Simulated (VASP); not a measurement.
Elastic constants (GPa) of a crystal from PBEsol GGA, VASP's PBE PAW potentials (set 64) in VASP:

```csv
,xx,yy,zz,yz,xz,xy
xx,265.4,104.7,153.7,0.0,0.0,0.0
yy,104.7,265.4,153.7,0.0,0.0,0.0
zz,153.7,153.7,210.7,0.0,0.0,0.0
yz,0.0,0.0,0.0,122.2,0.0,0.0
xz,0.0,0.0,0.0,0.0,122.2,0.0
xy,0.0,0.0,0.0,0.0,0.0,76.3
```

Finite-difference elastic constants of metals are sensitive to mesh and smearing; shear constants can be off by tens of GPa.

Task: Work out the Voigt, Reuss and Hill moduli, Young's modulus and Poisson's ratio.

Result: All eigenvalues are positive (smallest 58.9 GPa), so the crystal is stable. K_V = (C11+C22+C33+2(C12+C13+C23))/9 = (741.5 + 2×412.1)/9 = 174.0 GPa; G_V = (741.5 − 412.1 + 3×320.7)/15 = 86.1 GPa. From the compliances, K_R = 173.9 GPa and G_R = 65.9 GPa. Hill: K = 173.9 GPa, G = 76.0 GPa, E = 9KG/(3K+G) = 199.0 GPa, ν = (3K−2G)/(2(3K+G)) = 0.309. K/G = 2.29, above Pugh's 1.75; universal anisotropy A^U = 1.53.

Task: With a density of 8.99 g/cm³, what are the mean sound speeds?

Result: v_l = √((K+4G/3)/ρ) = 5.53 km/s and v_t = √(G/ρ) = 2.91 km/s. The crystal is ZnNi (space group P4/mmm), tetragonal.

The structure comes from a measured ZnNi entry (P4/mmm) of the Crystallography Open Database, whose conditions weren't checked. It was relaxed first, which changed the volume by -6 %. The run is not spin-polarised, so no magnetic state was tried.
